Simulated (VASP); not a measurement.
# Zr (Zirconium): the relaxed cell at several levels of theory, part 2 of 2

Aim: relax Zr (Zirconium) at several levels of theory and compare the cells. The starting structure is a measured crystal structure from the Crystallography Open Database.

VASP 6.6.1.

Results so far: PBEsol 22.45 Å³ an atom; LDA 21.77 Å³ an atom; PBE 23.36 Å³ an atom.

## 5. Relaxation with PBEsol + D3(BJ)

Level of this step: PBEsol with D3(BJ); plane waves and PAW (Zr_sv) (VASP).

D3 with Becke-Johnson damping keeps a finite attraction at short range. This run starts from the cell of an earlier relaxation, which isn't shown; the restart sets up the plane waves anew.

File INCAR:

```
SYSTEM = Zr
PREC = Accurate
ENCUT = 450
EDIFF = 1E-06
NELM = 100
ISMEAR = 1
SIGMA = 0.1
LREAL = .FALSE.
ALGO = Normal
GGA = PS
IVDW = 12
NBANDS = 18
LORBIT = 11
LWAVE = .FALSE.
LCHARG = .FALSE.
KPAR = 2
IBRION = 2
NSW = 50
ISIF = 3
EDIFFG = -0.01
```

File POSCAR:

```
Zr
1.0
    3.1323219899      0.0000000000      0.0000000000
   -1.5661609949      2.7126704160      0.0000000000
    0.0000000000      0.0000000000      5.0505586820
Zr
2
Direct
    0.6666666667      0.3333333333      0.7500000000
    0.3333333333      0.6666666667      0.2500000000
```

File KPOINTS:

```
Automatic mesh
0
Gamma
10 10 6
0 0 0
```

PAW data sets: Zr_sv (PBE family, release 64).

On the command line:

```
mpirun -np 2 vasp_std
```

What it wrote:

```text
[banner, memory and clock lines left out]
running    2 mpi-ranks, on    1 nodes
[...]
[... a notice as in an earlier step ...]

 LDA part: xc-table for (Slater+PW92), standard interpolation
 POSCAR, INCAR and KPOINTS ok, starting setup
[...]
entering main loop
       N       E                     dE             d eps       ncg     rms          rms(c)
DAV:   1     0.197783638596E+03    0.19778E+03   -0.12603E+04  2016   0.120E+03
DAV:   2    -0.420930151622E+01   -0.20199E+03   -0.19890E+03  2416   0.363E+02
DAV:   3    -0.185541656901E+02   -0.14345E+02   -0.14202E+02  3646   0.692E+01
DAV:   4    -0.188423332066E+02   -0.28817E+00   -0.28796E+00  2352   0.108E+01
[...]
DAV:  10    -0.181370672287E+02    0.28995E-04   -0.38163E-05  2904   0.398E-02    0.243E-02
DAV:  11    -0.181370685681E+02   -0.13393E-05   -0.96586E-06  2158   0.365E-02    0.271E-03
DAV:  12    -0.181370684877E+02    0.80323E-07   -0.28564E-07  1224   0.389E-03
   1 F= -.19387642E+02 E0= -.19388007E+02  d E =-.193876E+02
[...]
N       E                     dE             d eps       ncg     rms          rms(c)
DAV:   1    -0.181383319207E+02   -0.12634E-02   -0.55861E-03  2390   0.711E-01    0.128E-01
DAV:   2    -0.181381953307E+02    0.13659E-03   -0.44418E-04  2450   0.186E-01    0.392E-02
DAV:   3    -0.181381679478E+02    0.27383E-04   -0.17292E-04  2930   0.922E-02    0.247E-02
DAV:   4    -0.181381709699E+02   -0.30221E-05   -0.11043E-05  2368   0.182E-02    0.961E-03
DAV:   5    -0.181381723815E+02   -0.14116E-05   -0.10502E-05  3022   0.180E-02    0.439E-03
DAV:   6    -0.181381719979E+02    0.38363E-06   -0.32397E-07  1150   0.526E-03
   2 F= -.19387641E+02 E0= -.19388010E+02  d E =0.142376E-06
 trial-energy change:    0.000000  1 .order   -0.000000   -0.000013    0.000012
 step:   0.5171(harm=  0.5171)  dis= 0.00000  next Energy=   -19.387645 (dE=-0.332E-05)
 reached required accuracy - stopping structural energy minimisation
```

Elapsed: 8 s, on 2 MPI ranks of Intel Xeon 6975P-C (Granite Rapids), shared host; peak memory 0.32 GiB.

Parts of OUTCAR (step 5):

```text
 Edisp (eV)   -1.25057

 Edisp (eV)   -1.24947

  Total      -0.01241    -0.01241    -0.01480    -0.00000    -0.00000     0.00000
  in kB      -0.46286    -0.46286    -0.55200    -0.00000    -0.00000     0.00000
  external pressure =       -0.49 kB  Pullay stress =        0.00 kB

 POSITION                                       TOTAL-FORCE (eV/Angst)
 -----------------------------------------------------------------------------------
      1.56647      0.90440      3.78975         0.000000     -0.000000      0.000000
     -0.00000      1.80880      1.26325        -0.000000      0.000000      0.000000
 -----------------------------------------------------------------------------------
    total drift:                               -0.000000      0.000000     -0.000000

  FREE ENERGIE OF THE ION-ELECTRON SYSTEM (eV)
  ---------------------------------------------------
  free  energy   TOTEN  =       -19.3876414972 eV

  energy  without entropy=      -19.3887482487  energy(sigma->0) =      -19.38801041

[... 2 parts as in an earlier step ...]

[... 2 further parts left out ...]
[key lines of the parts left out:]
E-fermi :   9.7975
```

With PBEsol + D3(BJ) the relaxed cell holds 21.476 Å³ an atom, -7.75 % against the measured cell, with a = 3.133 Å and c = 5.053 Å. That is -4.35 % from PBEsol. Pressures at 0.985 and 1.015 times this volume, from two more relaxations that aren't shown, give a bulk modulus of 103.0 GPa.

## 6. Relaxation with r2SCAN

r2SCAN adds the kinetic-energy density, costs more than a GGA and is run with LASPH.

Changes to INCAR since step 5:

```diff
@@ -9,4 +9,4 @@
 ALGO = Normal
-GGA = PS
-IVDW = 12
+METAGGA = R2SCAN
+LASPH = .TRUE.
 NBANDS = 18
```

File POSCAR:

```
Zr
1.0
    3.2320000000      0.0000000000      0.0000000000
   -1.6160000000      2.7989941050      0.0000000000
    0.0000000000      0.0000000000      5.1470000000
Zr
2
Direct
    0.6666666667      0.3333333333      0.7500000000
    0.3333333333      0.6666666667      0.2500000000
```

KPOINTS is that of step 5.

On the command line:

```
mpirun -np 2 vasp_std
```

What it wrote:

```text
[banner, memory and clock lines left out]
running    2 mpi-ranks, on    1 nodes
[...]
[... a notice as in an earlier step ...]

 LDA part: xc-table for (None), standard interpolation
 POSCAR, INCAR and KPOINTS ok, starting setup
[...]
entering main loop
       N       E                     dE             d eps       ncg     rms          rms(c)
DAV:   1     0.160733446099E+03    0.16073E+03   -0.12823E+04  2024   0.122E+03
DAV:   2    -0.407045462603E+02   -0.20144E+03   -0.19851E+03  2390   0.369E+02
DAV:   3    -0.585118925808E+02   -0.17807E+02   -0.17675E+02  3848   0.721E+01
DAV:   4    -0.589194182544E+02   -0.40753E+00   -0.40722E+00  2328   0.127E+01
[...]
DAV:   8    -0.454900953162E+02   -0.14872E-01   -0.15726E-01  3352   0.295E+00    0.890E-01
DAV:   9    -0.455020435270E+02   -0.11948E-01   -0.28932E-02  2930   0.141E+00    0.637E-01
DAV:  10    -0.454999977904E+02    0.20457E-02   -0.77854E-03  2144   0.748E-01    0.567E-02
   1 F= -.45500003E+02 E0= -.45499424E+02  d E =-.455000E+02
[... from here on, the cycles between the ionic steps are left out ...]
   2 F= -.45500682E+02 E0= -.45500140E+02  d E =-.679171E-03
   3 F= -.45501250E+02 E0= -.45500673E+02  d E =-.124706E-02
   4 F= -.45501549E+02 E0= -.45501037E+02  d E =-.298291E-03
 trial-energy change:   -0.000298  1 .order   -0.000294   -0.000531   -0.000057
 step:   1.0237(harm=  1.0300)  dis= 0.00000  next Energy=   -45.501552 (dE=-0.302E-03)
 reached required accuracy - stopping structural energy minimisation
```

Elapsed: 58 s, on 2 MPI ranks; peak memory 0.34 GiB; 1.9 min of CPU time.

OUTCAR, selected parts (step 6):

```text
  Total        0.0002262      0.0002262     -0.0173403      0.0000000      0.0000000      0.0000000
  in kB        0.0077217      0.0077217     -0.5919334      0.0000000      0.0000000      0.0000000
  external PRESSURE =      -0.1921633 kB  Pullay stress =       0.0000000 kB

 POSITION                                       TOTAL-FORCE (eV/Angst)
 -----------------------------------------------------------------------------------
      1.62467      0.93801      3.84976        -0.000000      0.000000      0.000000
     -0.00000      1.87601      1.28325         0.000000     -0.000000     -0.000000
 -----------------------------------------------------------------------------------
    total drift:                               -0.000000      0.000000     -0.000000

  FREE ENERGIE OF THE ION-ELECTRON SYSTEM (eV)
  ---------------------------------------------------
  free  energy   TOTEN  =       -45.5015485931 eV

  energy  without entropy=      -45.5000141144  energy(sigma->0) =      -45.50103710

[... 2 parts as in an earlier step ...]

[... 2 further parts left out ...]
[key lines of the parts left out:]
E-fermi :   8.9498
```

With r2SCAN the relaxed cell holds 23.467 Å³ an atom, +0.80 % against the measured cell, with a = 3.249 Å and c = 5.133 Å. That is +4.52 % from PBEsol. Pressures at 0.985 and 1.015 times this volume, from two more relaxations that aren't shown, give a bulk modulus of 95.5 GPa.

## 7. Relaxation with r2SCAN + rVV10

rVV10 adds a nonlocal correlation energy for dispersion.

Changes to INCAR since step 6:

```diff
@@ -10,2 +10,6 @@
 METAGGA = R2SCAN
+LUSE_VDW = .TRUE.
+IVDW_NL = 2
+BPARAM = 11.95
+CPARAM = 0.0093
 LASPH = .TRUE.
```

POSCAR is that of step 6.

KPOINTS is that of step 6.

On the command line:

```
mpirun -np 2 vasp_std
```

What it wrote:

```text
[banner, memory and clock lines left out]
running    2 mpi-ranks, on    1 nodes
[...]
|                                                                             |
|               ----> ADVICE to this user running VASP <----                  |
|                                                                             |
|     You have switched on vdW-DFT.                                           |
|     This routine was written and supplied by Jiri Klimes. We recommend      |
|     that you carefully read and cite the following publications:            |
|       J. Klimes, D.R. Bowler, A. Michelides                                 |
|          J. Phys.: Cond Matt. 22 022201 (2010)                              |
|       J. Klimes, D.R. Bowler, A. Michelides                                 |
|          Phys. Rev. B. 83, 195131 (2011)                                    |
|     and references therein.                                                 |
|                                                                             |

[...]
Total rVV10 correction in eV:      0.4311282    24.0265097
DAV:  11    -0.450685674115E+02   -0.46275E-05   -0.62767E-04  3088   0.174E-01    0.350E-02
Total rVV10 correction in eV:      0.4311949    24.0265097
Total rVV10 correction in eV:      0.4311949    24.0265097
DAV:  12    -0.450685676875E+02   -0.27600E-06   -0.29141E-05  2414   0.472E-02    0.112E-02
Total rVV10 correction in eV:      0.4311814    24.0265097
Total rVV10 correction in eV:      0.4311814    24.0265097
DAV:  13    -0.450685685256E+02   -0.83808E-06   -0.98251E-07  1670   0.747E-03
Total rVV10 correction in eV:      0.4311891    24.0265097
Total rVV10 correction in eV:      0.4311891    24.0265097
Total rVV10 correction in eV:      0.4311828    24.0265097
Total rVV10 correction in eV:      0.4311828    24.0265097
   1 F= -.45068569E+02 E0= -.45067978E+02  d E =-.450686E+02
[... from here on, the cycles between the ionic steps are left out ...]
   2 F= -.45069240E+02 E0= -.45068721E+02  d E =-.671545E-03
   3 F= -.45069254E+02 E0= -.45068744E+02  d E =-.685660E-03
   4 F= -.45069254E+02 E0= -.45068745E+02  d E =-.685539E-03
   5 F= -.45069259E+02 E0= -.45068755E+02  d E =-.489707E-05
   6 F= -.45069285E+02 E0= -.45068778E+02  d E =-.306830E-04
[...]
reached required accuracy - stopping structural energy minimisation
```

The job ended after 2.3 min (2 MPI ranks; peak memory 0.52 GiB).

From OUTCAR (step 7):

```text
  Total        0.0006928      0.0006928     -0.0005513     -0.0000000      0.0000000      0.0000000
  in kB        0.0238552      0.0238552     -0.0189809     -0.0000000      0.0000000      0.0000000
  external PRESSURE =       0.0095765 kB  Pullay stress =       0.0000000 kB

 POSITION                                       TOTAL-FORCE (eV/Angst)
 -----------------------------------------------------------------------------------
      1.61994      0.93527      3.83914         0.000000     -0.000000      0.000000
     -0.00000      1.87055      1.27971        -0.000000      0.000000      0.000000
 -----------------------------------------------------------------------------------
    total drift:                               -0.000000      0.000000     -0.000000

  FREE ENERGIE OF THE ION-ELECTRON SYSTEM (eV)
  ---------------------------------------------------
  free  energy   TOTEN  =       -45.0692847475 eV

  energy  without entropy=      -45.0677645028  energy(sigma->0) =      -45.06877800

[... 2 parts as in an earlier step ...]

[... 2 further parts left out ...]
[key lines of the parts left out:]
E-fermi :   9.0323
```

With r2SCAN + rVV10 the relaxed cell holds 23.267 Å³ an atom, -0.06 % against the measured cell, with a = 3.240 Å and c = 5.119 Å. That is +3.62 % from PBEsol. Pressures at 0.985 and 1.015 times this volume, from two more relaxations that aren't shown, give a bulk modulus of 95.8 GPa.

## 8. Relaxation with optB86b-vdW

optB86b-vdW pairs nonlocal correlation with a less repulsive exchange of B86b form.

Changes to INCAR since step 7:

```diff
@@ -9,7 +9,7 @@
 ALGO = Normal
-METAGGA = R2SCAN
+GGA = MK
+AGGAC = 0
 LUSE_VDW = .TRUE.
-IVDW_NL = 2
-BPARAM = 11.95
-CPARAM = 0.0093
+PARAM1 = 0.1234
+PARAM2 = 1
 LASPH = .TRUE.
```

POSCAR is that of step 7.

KPOINTS is that of step 7.

On the command line:

```
mpirun -np 2 vasp_std
```

What it wrote:

```text
[banner, memory and clock lines left out]
running    2 mpi-ranks, on    1 nodes
[...]
[... a notice as in an earlier step ...]

 [... a notice as in an earlier step ...]

 LDA part: xc-table for (Slater+PW92), standard interpolation
 POSCAR, INCAR and KPOINTS ok, starting setup
[...]
entering main loop
       N       E                     dE             d eps       ncg     rms          rms(c)
DAV:   1     0.197227104057E+03    0.19723E+03   -0.12483E+04  2024   0.119E+03
DAV:   2     0.211857911506E+01   -0.19511E+03   -0.19232E+03  2380   0.358E+02
DAV:   3    -0.124300894627E+02   -0.14549E+02   -0.14443E+02  3664   0.683E+01
DAV:   4    -0.127420967177E+02   -0.31201E+00   -0.31170E+00  2372   0.109E+01
[...]
DAV:   9    -0.120633470545E+02    0.35652E-04   -0.12739E-03  2462   0.329E-01    0.462E-02
DAV:  10    -0.120632991896E+02    0.47865E-04   -0.28261E-05  2790   0.451E-02    0.216E-02
DAV:  11    -0.120632996153E+02   -0.42575E-06   -0.88468E-06  2314   0.317E-02
   1 F= -.12063300E+02 E0= -.12063592E+02  d E =-.120633E+02
[... from here on, the cycles between the ionic steps are left out ...]
   2 F= -.12063422E+02 E0= -.12063863E+02  d E =-.122881E-03
   3 F= -.12069163E+02 E0= -.12069553E+02  d E =-.586327E-02
   4 F= -.12069161E+02 E0= -.12069550E+02  d E =-.586130E-02
   5 F= -.12069276E+02 E0= -.12069688E+02  d E =-.114910E-03
   6 F= -.12069290E+02 E0= -.12069712E+02  d E =-.129160E-03
[...]
reached required accuracy - stopping structural energy minimisation
```

Run time: 87 s. Hardware: 2 MPI ranks; peak memory 0.64 GiB; 2.9 min of CPU time.

Parts of OUTCAR (step 8):

```text
  Total       -0.0126136     -0.0126136     -0.0089242      0.0000000      0.0000000      0.0000000
  in kB       -0.4429236     -0.4429236     -0.3133725      0.0000000      0.0000000      0.0000000
  external PRESSURE =      -0.3997399 kB  Pullay stress =       0.0000000 kB

 POSITION                                       TOTAL-FORCE (eV/Angst)
 -----------------------------------------------------------------------------------
      1.60277      0.92536      3.84546         0.000000      0.000000      0.000000
     -0.00000      1.85072      1.28182        -0.000000     -0.000000      0.000000
 -----------------------------------------------------------------------------------
    total drift:                               -0.000000      0.000000     -0.000000

  FREE ENERGIE OF THE ION-ELECTRON SYSTEM (eV)
  ---------------------------------------------------
  free  energy   TOTEN  =       -12.0692900754 eV

  energy  without entropy=      -12.0705556711  energy(sigma->0) =      -12.06971194

[... 2 parts as in an earlier step ...]

[... 2 further parts left out ...]
[key lines of the parts left out:]
E-fermi :   9.1496
```

With optB86b-vdW the relaxed cell holds 22.813 Å³ an atom, -2.01 % against the measured cell, with a = 3.206 Å and c = 5.127 Å. That is +1.60 % from PBEsol. Pressures at 0.985 and 1.015 times this volume, from two more relaxations that aren't shown, give a bulk modulus of 98.2 GPa.

## 9. Relaxation with AM05

AM05 is built from the electron gas and the surface model, and does well on lattice constants. This run starts from the cell of an earlier relaxation, which isn't shown; the restart sets up the plane waves anew.

Changes to INCAR since step 8:

```diff
@@ -9,8 +9,3 @@
 ALGO = Normal
-GGA = MK
-AGGAC = 0
-LUSE_VDW = .TRUE.
-PARAM1 = 0.1234
-PARAM2 = 1
-LASPH = .TRUE.
+GGA = AM
 NBANDS = 18
```

File POSCAR:

```
Zr
1.0
    3.1893273757      0.0000000000      0.0000000000
   -1.5946636879      2.7620385283      0.0000000000
    0.0000000000      0.0000000000      5.1033262202
Zr
2
Direct
    0.6666666667      0.3333333333      0.7500000000
    0.3333333333      0.6666666667      0.2500000000
```

KPOINTS is that of step 8.

On the command line:

```
mpirun -np 2 vasp_std
```

What it wrote:

```text
[... set-up lines as in an earlier step ...]
 entering main loop
       N       E                     dE             d eps       ncg     rms          rms(c)
DAV:   1     0.195787953292E+03    0.19579E+03   -0.12492E+04  2016   0.119E+03
DAV:   2    -0.374902626709E+01   -0.19954E+03   -0.19639E+03  2382   0.362E+02
DAV:   3    -0.181447462892E+02   -0.14396E+02   -0.14287E+02  3694   0.692E+01
DAV:   4    -0.184420278165E+02   -0.29728E+00   -0.29701E+00  2356   0.106E+01
[...]
DAV:  10    -0.176864795137E+02    0.21937E-04   -0.55712E-05  2916   0.436E-02    0.243E-02
DAV:  11    -0.176864879353E+02   -0.84216E-05   -0.10670E-05  2262   0.382E-02    0.205E-03
DAV:  12    -0.176864880064E+02   -0.71129E-07   -0.34734E-07  1216   0.450E-03
   1 F= -.17686488E+02 E0= -.17686951E+02  d E =-.176865E+02
[...]
reached required accuracy - stopping structural energy minimisation
```

Wall time 6 s (2 MPI ranks); peak memory 0.31 GiB; 11 s of CPU time.

From OUTCAR (step 9):

```text
  Total        0.0111606      0.0111606      0.0173512     -0.0000000      0.0000000      0.0000000
  in kB        0.3977562      0.3977562      0.6183819     -0.0000000      0.0000000      0.0000000
  external PRESSURE =       0.4712981 kB  Pullay stress =       0.0000000 kB

 POSITION                                       TOTAL-FORCE (eV/Angst)
 -----------------------------------------------------------------------------------
      1.59466      0.92068      3.82749        -0.000000      0.000000      0.000000
     -0.00000      1.84136      1.27583         0.000000      0.000000      0.000000
 -----------------------------------------------------------------------------------
    total drift:                               -0.000000      0.000000     -0.000000

  FREE ENERGIE OF THE ION-ELECTRON SYSTEM (eV)
  ---------------------------------------------------
  free  energy   TOTEN  =       -17.6864880064 eV

  energy  without entropy=      -17.6878760214  energy(sigma->0) =      -17.68695068

[... 2 parts as in an earlier step ...]

[... 2 further parts left out ...]
[key lines of the parts left out:]
E-fermi :   9.2789
```

With AM05 the relaxed cell holds 22.478 Å³ an atom, -3.45 % against the measured cell, with a = 3.189 Å and c = 5.103 Å. That is +0.11 % from PBEsol. Pressures at 0.985 and 1.015 times this volume, from two more relaxations that aren't shown, give a bulk modulus of 98.5 GPa.

## 10. All runs side by side

| level | volume (Å³/atom) | against the measured cell (%) | a (Å) | c (Å) | bulk modulus (GPa) | pressure left (GPa) | core minutes |
| --- | --- | --- | --- | --- | --- | --- | --- |
| PBEsol | 22.453 | -3.55 | 3.1869 | 5.1055 | 99.5 | -0.01 | 1.04 |
| LDA | 21.772 | -6.48 | 3.1467 | 5.078 | 102.6 | 0.05 | 0.867 |
| PBE | 23.364 | 0.36 | 3.2351 | 5.1554 | 93.8 | 0.0 | 0.373 |
| PBEsol + D3(BJ) | 21.476 | -7.75 | 3.1329 | 5.053 | 103.0 | -0.05 | 0.967 |
| r2SCAN | 23.467 | 0.8 | 3.2493 | 5.133 | 95.5 | -0.02 | 1.93 |
| r2SCAN + rVV10 | 23.267 | -0.06 | 3.2399 | 5.1188 | 95.8 | 0.0 | 4.57 |
| optB86b-vdW | 22.813 | -2.01 | 3.2055 | 5.1273 | 98.2 | -0.04 | 2.9 |
| AM05 | 22.478 | -3.45 | 3.1893 | 5.1033 | 98.5 | 0.05 | 0.967 |

Core minutes are wall time times ranks, summed over the relaxations behind a row (those for a bulk modulus apart), on shared hosts.

## 11. What came out

```
volume, PBEsol          : 22.45 Å³/atom
volume, LDA             : 21.77 Å³/atom
volume, PBE             : 23.36 Å³/atom
volume, PBEsol + D3(BJ) : 21.48 Å³/atom
volume, r2SCAN          : 23.47 Å³/atom
volume, r2SCAN + rVV10  : 23.27 Å³/atom
volume, optB86b-vdW     : 22.81 Å³/atom
volume, AM05            : 22.48 Å³/atom
```

What this shows: Across 8 levels the volume of Zr (Zirconium) spans 9.3 %, from 21.48 Å³ an atom (PBEsol + D3(BJ)) to 23.47 Å³ (r2SCAN). Against the measured volume of the starting structure, r2SCAN + rVV10 comes nearest (-0.1 %) and PBEsol + D3(BJ) lies farthest (-7.8 %). The measured cell holds zero-point expansion and, unless it was taken cold, thermal expansion, which the runs lack, so small differences decide nothing. Adding D3(BJ) to PBEsol changes the volume by -4.4 %. Adding rVV10 to r2SCAN changes the volume by -0.9 %. The bulk modulus goes from 93.8 GPa (PBE) to 103.0 GPa (PBEsol + D3(BJ)). LASPH is on in some of these runs and off in others, which adds a little to the differences. All runs keep the symmetry of the start, so they can't find a distortion of lower symmetry. Further runs on this material are not shown.

[Lines on the potential files, build, host, timing and source positions are cut from VASP's logs without a mark.]

[Logs are printed without paths, hosts, clocks, repeated set-up lines and the standing remarks that a program may print on its own settings, such as how far it seeks lower states.]

[Hosts, paths, dates, database ids (printed as entryN), source tags and the programs' standing remarks are cut or masked in the printed files.]
